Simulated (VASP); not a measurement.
# Bi2Pd (Urvantsevite): accuracy against cost in the k-mesh and smearing

Aim: find what the k-mesh and smearing change for Bi2Pd (Urvantsevite), and what they cost. The series runs use LDA. The k-mesh tried: 2 2 2; 3 3 3; 4 4 4; 5 5 5; 6 6 6; 8 8 8; 10 10 10; 13 13 13. The smearing tried: ISMEAR = -1, SIGMA = 0.01; ISMEAR = -1, SIGMA = 0.05; ISMEAR = -1, SIGMA = 0.1; ISMEAR = -1, SIGMA = 0.2; ISMEAR = -1, SIGMA = 0.5; ISMEAR = 1, SIGMA = 0.01; ISMEAR = 1, SIGMA = 0.05; ISMEAR = 1, SIGMA = 0.1; ISMEAR = 1, SIGMA = 0.2; ISMEAR = 1, SIGMA = 0.5; ISMEAR = -5. The start is a cell from a database of measured crystal structures.

Method: LDA; plane waves and PAW (Bi_d, Pd), in VASP 6.6.1.

This is a report of a sequence of runs, with most program output left out.

## 1. The structure

It takes space group I4/mmm (No. 139, tetragonal). The conventional cell has a = 3.362 Å, b = 3.362 Å, c = 12.983 Å, α = 90.00°, β = 90.00°, γ = 90.00°. Nearest to Bi lie 4 Pd at 2.97 Å. Nearest to Pd lie 8 Bi at 2.97 Å. Farther neighbours are not listed.

## 2. K-mesh: 2 2 2

The sum over the zone converges with the mesh, fast for insulators and slowly for metals. LDA, the lowest rung, knows the local density alone.

The input, INCAR:

```
SYSTEM = Bi2Pd
PREC = Accurate
ENCUT = 400
EDIFF = 1E-06
NELM = 100
ISMEAR = -1
SIGMA = 0.05
LREAL = .FALSE.
ALGO = Normal
GGA = CA
NBANDS = 26
LASPH = .TRUE.
LORBIT = 11
LWAVE = .FALSE.
LCHARG = .FALSE.
NCORE = 4
ISIF = 2
```

The input, POSCAR:

```
Bi2Pd
1.0
    0.0000000000     -3.3620000000      0.0000000000
   -3.3620000000      0.0000000000      0.0000000000
    1.6810000000     -1.6810000000     -6.4915000000
Bi Pd
2 1
Direct
    0.3630000000      0.6370000000      0.2740000000
    0.6370000000      0.3630000000      0.7260000000
    0.0000000000      0.0000000000      0.0000000000
```

The input, KPOINTS:

```
Automatic mesh
0
Gamma
2 2 2
0 0 0
```

The projector-augmented-wave data sets are Bi_d and Pd (PBE family, release 64).

Command:

```
> mpirun -np 4 vasp_std
```

It took 3.4 s on 4 MPI ranks of Intel Xeon Platinum 8259CL at 2.50GHz (Skylake/Cascade Lake), shared host; peak memory 0.42 GiB.

The PAW data sets were made with PBE, though LDA sets exist; this is a small mismatch.

This step gave:

```
electronic steps        : 12
electrons               : 40
bands                   : 26
irreducible k points    : 4
symmetry operations     : 16
free energy (TOTEN)     : -17.42 eV
energy at zero smearing : -17.40 eV
Fermi energy            : 9.844 eV
pressure                : -6.693 GPa
metallic                : yes
```

The series starts at -5.8008 eV an atom and -6.69 GPa, after 12 cycles in 3.4 s.

## 3. K-mesh: 3 3 3

Changes to INCAR since step 2:

```diff
@@ -15,3 +15,4 @@
 LCHARG = .FALSE.
-NCORE = 4
+KPAR = 2
+NCORE = 2
 ISIF = 2
```

POSCAR is that of step 2.

The input, KPOINTS:

```
Automatic mesh
0
Gamma
3 3 3
0 0 0
```

Command:

```
> mpirun -np 4 vasp_std
```

Run time: 4.6 s. Hardware: 4 MPI ranks; peak memory 0.51 GiB.

Against the run before the energy moves by +185.17 meV an atom and the pressure by +3.20 GPa, after 12 cycles in 4.6 s.

## 4. K-mesh: 4 4 4

Changes to INCAR since step 3:

```diff
@@ -15,4 +15,3 @@
 LCHARG = .FALSE.
-KPAR = 2
-NCORE = 2
+KPAR = 4
 ISIF = 2
```

POSCAR is that of step 3.

The input, KPOINTS:

```
Automatic mesh
0
Gamma
4 4 4
0 0 0
```

Command:

```
> mpirun -np 4 vasp_std
```

Run time: 6.6 s. Hardware: 4 MPI ranks; peak memory 0.56 GiB.

Against the run before the energy moves by +227.81 meV an atom and the pressure by +0.94 GPa, after 12 cycles in 6.6 s.

## 5. K-mesh: 5 5 5

INCAR is that of step 4.

POSCAR is that of step 4.

The input, KPOINTS:

```
Automatic mesh
0
Gamma
5 5 5
0 0 0
```

Command:

```
> mpirun -np 4 vasp_std
```

Wall time 6.2 s (4 MPI ranks); peak memory 0.59 GiB; 22 s of CPU time.

Against the run before the energy moves by -38.00 meV an atom and the pressure by -1.19 GPa, after 12 cycles in 6.2 s.

## 6. K-mesh: 6 6 6

INCAR is that of step 5.

POSCAR is that of step 5.

The input, KPOINTS:

```
Automatic mesh
0
Gamma
6 6 6
0 0 0
```

Command:

```
> mpirun -np 4 vasp_std
```

Run time: 11 s. Hardware: 4 MPI ranks; peak memory 0.63 GiB; 41 s of CPU time.

Against the run before the energy moves by -23.63 meV an atom and the pressure by +0.11 GPa, after 12 cycles in 11 s.

## 7. K-mesh: 8 8 8

INCAR is that of step 6.

POSCAR is that of step 6.

The input, KPOINTS:

```
Automatic mesh
0
Gamma
8 8 8
0 0 0
```

Command:

```
> mpirun -np 4 vasp_std
```

The job ended after 16 s (4 MPI ranks; peak memory 0.75 GiB; 62 s of CPU time).

Against the run before the energy moves by +0.93 meV an atom and the pressure by +0.45 GPa, after 12 cycles in 16 s.

## 8. K-mesh: 10 10 10

INCAR is that of step 7.

POSCAR is that of step 7.

The input, KPOINTS:

```
Automatic mesh
0
Gamma
10 10 10
0 0 0
```

Command:

```
> mpirun -np 4 vasp_std
```

The job ended after 25 s (4 MPI ranks; peak memory 0.91 GiB).

Against the run before the energy moves by +0.46 meV an atom and the pressure by -0.18 GPa, after 12 cycles in 25 s.

## 9. K-mesh: 13 13 13

INCAR is that of step 8.

POSCAR is that of step 8.

The input, KPOINTS:

```
Automatic mesh
0
Gamma
13 13 13
0 0 0
```

Command:

```
> mpirun -np 4 vasp_std
```

Run time: 46 s. Hardware: 4 MPI ranks; peak memory 1.3 GiB; 3 min of CPU time.

Against the run before the energy moves by -0.13 meV an atom and the pressure by -0.01 GPa, after 12 cycles in 46 s.

## 10. The k-mesh series as a table

This step: convergence of LDA results with the mesh; plane waves and PAW (VASP 6.6.1).

Derived from the runs above.

Differences are taken from the run with 13 13 13. Results of the series, by row:

| setting | status | energy less the reference (meV/atom) | pressure (GPa) | largest force difference (meV/Å) | SCF cycles | wall time (s) |
| --- | --- | --- | --- | --- | --- | --- |
| 2 2 2 | converged | -352.6 | -6.693 | 28.52 | 12 | 3.4 |
| 3 3 3 | converged | -167.4 | -3.489 | 300.4 | 12 | 4.6 |
| 4 4 4 | converged | 60.38 | -2.553 | 172 | 12 | 6.6 |
| 5 5 5 | converged | 22.37 | -3.744 | 79.94 | 12 | 6.2 |
| 6 6 6 | converged | -1.257 | -3.636 | 141 | 12 | 10.8 |
| 8 8 8 | converged | -0.33 | -3.19 | 82.32 | 12 | 16 |
| 10 10 10 | converged | 0.1278 | -3.373 | 12.52 | 12 | 25 |
| 13 13 13 | converged | 0 | -3.384 | 0 | 12 | 46 |

## 11. Smearing: ISMEAR = -1, SIGMA = 0.01

This step: LDA; plane waves and PAW (Bi_d, Pd) (VASP 6.6.1).

Smearing steadies the sum over the Fermi surface at the price of an entropy term.

Changes to INCAR since step 9:

```diff
@@ -6,3 +6,3 @@
 ISMEAR = -1
-SIGMA = 0.05
+SIGMA = 0.01
 LREAL = .FALSE.
```

POSCAR is that of step 9.

The input, KPOINTS:

```
Automatic mesh
0
Gamma
7 7 7
0 0 0
```

Command:

```
> mpirun -np 4 vasp_std
```

The job ended after 12 s (4 MPI ranks; peak memory 0.67 GiB; 44 s of CPU time).

The k-mesh is coarse for a metal.

Numbers from this step:

- irreducible k points: 40
- free energy (TOTEN): -16.36 eV
- energy at zero smearing: -16.36 eV
- Fermi energy: 8.877 eV
- pressure: -3.209 GPa

The series starts at -5.4546 eV an atom and -3.21 GPa, after 12 cycles in 12 s. The entropy term T·S comes to 0.31 meV an atom in size.

## 12. Smearing: ISMEAR = -1, SIGMA = 0.05

Changes to INCAR since step 11:

```diff
@@ -6,3 +6,3 @@
 ISMEAR = -1
-SIGMA = 0.01
+SIGMA = 0.05
 LREAL = .FALSE.
```

POSCAR is that of step 11.

KPOINTS is that of step 11.

Command:

```
> mpirun -np 4 vasp_std
```

Run time: 12 s. Hardware: 4 MPI ranks; peak memory 0.67 GiB; 46 s of CPU time.

Against the run before the energy at zero width moves by -0.32 meV an atom and the pressure by -0.02 GPa, after 12 cycles in 12 s. The entropy term T·S comes to 3.74 meV an atom in size.

## 13. Smearing: ISMEAR = -1, SIGMA = 0.1

Changes to INCAR since step 12:

```diff
@@ -6,3 +6,3 @@
 ISMEAR = -1
-SIGMA = 0.05
+SIGMA = 0.1
 LREAL = .FALSE.
```

POSCAR is that of step 12.

KPOINTS is that of step 12.

Command:

```
> mpirun -np 4 vasp_std
```

The job ended after 11 s (4 MPI ranks; peak memory 0.68 GiB; 41 s of CPU time).

Against the run before the energy at zero width moves by -0.51 meV an atom while the pressure stays within 0.01 GPa, after 12 cycles in 11 s. The entropy term T·S comes to 12.97 meV an atom in size.

## 14. Smearing: ISMEAR = -1, SIGMA = 0.2

Changes to INCAR since step 13:

```diff
@@ -6,3 +6,3 @@
 ISMEAR = -1
-SIGMA = 0.1
+SIGMA = 0.2
 LREAL = .FALSE.
```

POSCAR is that of step 13.

KPOINTS is that of step 13.

Command:

```
> mpirun -np 4 vasp_std
```

Run time: 12 s. Hardware: 4 MPI ranks; peak memory 0.67 GiB.

Against the run before the energy at zero width moves by +0.12 meV an atom and the pressure by +0.09 GPa, after 12 cycles in 12 s. The entropy term T·S comes to 51.23 meV an atom in size.

## 15. Smearing: ISMEAR = -1, SIGMA = 0.5

Changes to INCAR since step 14:

```diff
@@ -6,3 +6,3 @@
 ISMEAR = -1
-SIGMA = 0.2
+SIGMA = 0.5
 LREAL = .FALSE.
```

POSCAR is that of step 14.

KPOINTS is that of step 14.

Command:

```
> mpirun -np 4 vasp_std
```

It took 14 s on 4 MPI ranks; peak memory 0.67 GiB; 52 s of CPU time.

Against the run before the energy at zero width moves by +23.70 meV an atom and the pressure by +1.26 GPa, after 12 cycles in 14 s. The entropy term T·S comes to 410.79 meV an atom in size.

## 16. Smearing: ISMEAR = 1, SIGMA = 0.01

Changes to INCAR since step 15:

```diff
@@ -5,4 +5,4 @@
 NELM = 100
-ISMEAR = -1
-SIGMA = 0.5
+ISMEAR = 1
+SIGMA = 0.01
 LREAL = .FALSE.
```

POSCAR is that of step 15.

KPOINTS is that of step 15.

Command:

```
> mpirun -np 4 vasp_std
```

It took 13 s on 4 MPI ranks; peak memory 0.68 GiB.

Against the first of the series the energy at zero width moves by +0.11 meV an atom while the pressure stays within 0.01 GPa, after 12 cycles in 13 s. The entropy term T·S comes to 0.05 meV an atom in size.

## 17. Smearing: ISMEAR = 1, SIGMA = 0.05

Changes to INCAR since step 16:

```diff
@@ -6,3 +6,3 @@
 ISMEAR = 1
-SIGMA = 0.01
+SIGMA = 0.05
 LREAL = .FALSE.
```

POSCAR is that of step 16.

KPOINTS is that of step 16.

Command:

```
> mpirun -np 4 vasp_std
```

Run time: 10 s. Hardware: 4 MPI ranks; peak memory 0.66 GiB; 40 s of CPU time.

Against the run before the energy at zero width moves by -0.18 meV an atom and the pressure by +0.01 GPa, after 12 cycles in 10 s. The entropy term T·S comes to 0.17 meV an atom in size.

## 18. Smearing: ISMEAR = 1, SIGMA = 0.1

Changes to INCAR since step 17:

```diff
@@ -6,3 +6,3 @@
 ISMEAR = 1
-SIGMA = 0.05
+SIGMA = 0.1
 LREAL = .FALSE.
```

POSCAR is that of step 17.

KPOINTS is that of step 17.

Command:

```
> mpirun -np 4 vasp_std
```

The job ended after 11 s (4 MPI ranks; peak memory 0.67 GiB; 42 s of CPU time).

Against the run before the energy at zero width moves by -0.07 meV an atom and the pressure by -0.01 GPa, after 12 cycles in 11 s. The entropy term T·S comes to 0.24 meV an atom in size.

## 19. Smearing: ISMEAR = 1, SIGMA = 0.2

Changes to INCAR since step 18:

```diff
@@ -6,3 +6,3 @@
 ISMEAR = 1
-SIGMA = 0.1
+SIGMA = 0.2
 LREAL = .FALSE.
```

POSCAR is that of step 18.

KPOINTS is that of step 18.

Command:

```
> mpirun -np 4 vasp_std
```

Elapsed: 11 s, on 4 MPI ranks; peak memory 0.66 GiB.

Against the run before the energy at zero width moves by -0.20 meV an atom and the pressure by -0.03 GPa, after 12 cycles in 11 s. The entropy term T·S comes to 0.77 meV an atom in size.

## 20. Smearing: ISMEAR = 1, SIGMA = 0.5

Changes to INCAR since step 19:

```diff
@@ -6,3 +6,3 @@
 ISMEAR = 1
-SIGMA = 0.2
+SIGMA = 0.5
 LREAL = .FALSE.
```

POSCAR is that of step 19.

KPOINTS is that of step 19.

Command:

```
> mpirun -np 4 vasp_std
```

The job ended after 11 s (4 MPI ranks; peak memory 0.66 GiB).

Against the run before the energy at zero width moves by -1.19 meV an atom and the pressure by -0.04 GPa, after 12 cycles in 11 s. The entropy term T·S comes to 2.54 meV an atom in size.

## 21. Smearing: ISMEAR = -5

Changes to INCAR since step 20:

```diff
@@ -5,4 +5,4 @@
 NELM = 100
-ISMEAR = 1
-SIGMA = 0.5
+ISMEAR = -5
+SIGMA = 0.05
 LREAL = .FALSE.
```

POSCAR is that of step 20.

KPOINTS is that of step 20.

Command:

```
> mpirun -np 4 vasp_std
```

Run time: 11 s. Hardware: 4 MPI ranks; peak memory 0.69 GiB.

With tetrahedra the forces and stress of a metal are not exact derivatives of the energy.

Against the first of the series the energy at zero width moves by +0.96 meV an atom and the pressure by -0.06 GPa, after 12 cycles in 11 s.

## 22. The smearing series as a table

This step: convergence of LDA results with the smearing; plane waves and PAW (VASP 6.6.1).

This step runs nothing: it gathers the runs above.

One cell and one 7×7×7 mesh. Free energy against width, by row:

| Fermi-Dirac width σ (eV) | free energy less that at the narrowest width (meV/atom) |
| --- | --- |
| 0.01 | 0 |
| 0.05 | -2.03 |
| 0.1 | -7.16 |
| 0.2 | -26.16 |
| 0.5 | -182.2 |

Differences are taken from the run with ISMEAR = -1, SIGMA = 0.01. Results of the series, by row:

| setting | status | energy less the reference (meV/atom) | pressure (GPa) | largest force difference (meV/Å) | SCF cycles | wall time (s) |
| --- | --- | --- | --- | --- | --- | --- |
| ISMEAR = -1, SIGMA = 0.01 | converged | 0 | -3.209 | 0 | 12 | 11.8 |
| ISMEAR = -1, SIGMA = 0.05 | converged | -0.3198 | -3.231 | 2.972 | 12 | 12.2 |
| ISMEAR = -1, SIGMA = 0.1 | converged | -0.8264 | -3.231 | 11.54 | 12 | 11 |
| ISMEAR = -1, SIGMA = 0.2 | converged | -0.7037 | -3.139 | 31.06 | 12 | 11.8 |
| ISMEAR = -1, SIGMA = 0.5 | converged | 22.99 | -1.878 | 24.36 | 12 | 13.6 |
| ISMEAR = 1, SIGMA = 0.01 | converged | 0.1056 | -3.212 | 3.763 | 12 | 12.8 |
| ISMEAR = 1, SIGMA = 0.05 | converged | -0.0774 | -3.205 | 0.888 | 12 | 10.4 |
| ISMEAR = 1, SIGMA = 0.1 | converged | -0.1442 | -3.211 | 0.051 | 12 | 11 |
| ISMEAR = 1, SIGMA = 0.2 | converged | -0.3437 | -3.239 | 2.2 | 12 | 10.6 |
| ISMEAR = 1, SIGMA = 0.5 | converged | -1.53 | -3.278 | 9.79 | 12 | 10.6 |
| ISMEAR = -5 | converged | 0.9633 | -3.266 | 64.19 | 12 | 11.2 |

## 23. What came out

| Property | Result |
| --- | --- |
| k-mesh from which the energy stays within 10 meV/atom of the reference | 6 6 6 |
| k-mesh from which the energy stays within 1 meV/atom of the reference | 8 8 8 |
| k-mesh from which the pressure stays within 0.2 GPa of the reference | 8 8 8 |
| spread of the pressure over the k-mesh | 4.14 GPa |
| spread of the energy over the k-mesh | 413 meV/atom |
| spread of the pressure over the smearing | 1.40 GPa |
| spread of the energy over the smearing | 24.5 meV/atom |

From 8 8 8 on, the energy stays within 1 meV an atom of the reference, at 35 % of its time. The pressure holds within 0.2 GPa from 8 8 8 on. The energy swings above and below the reference, since the sum over k-points is not variational. A metal's Fermi surface slows this convergence. The usual rule keeps the entropy term T·S under 1 meV an atom, which holds up to a width of 0.01 eV for Fermi-Dirac and 0.2 eV for first-order Methfessel-Paxton. That rule is made for Methfessel-Paxton; with the other schemes the zero-width estimate is the energy to use. Farthest in energy from the narrowest smearing lies ISMEAR = -1, SIGMA = 0.5 (+23.0 meV an atom, +1.33 GPa, 24.4 meV/Å in forces). On a fixed mesh a narrow width is not the exact answer for a metal: it samples the Fermi surface more noisily. Differences are taken from the run with 13 13 13, which is itself not the exact limit. The runs at 2 2 2; 3 3 3; 4 4 4 are over 30 meV an atom or 2 GPa off and describe the material poorly.

[Lines on the potential files, build, host, timing and source positions are cut from VASP's logs without a mark.]

[Logs are printed without paths, hosts, clocks, repeated set-up lines and the standing remarks that a program may print on its own settings, such as how far it seeks lower states.]

[Hosts, paths, dates, database ids (printed as entryN), source tags and the programs' standing remarks are cut or masked in the printed files.]

[A measured line is paired with the nearest computed mode of its activity, which favours agreement.]
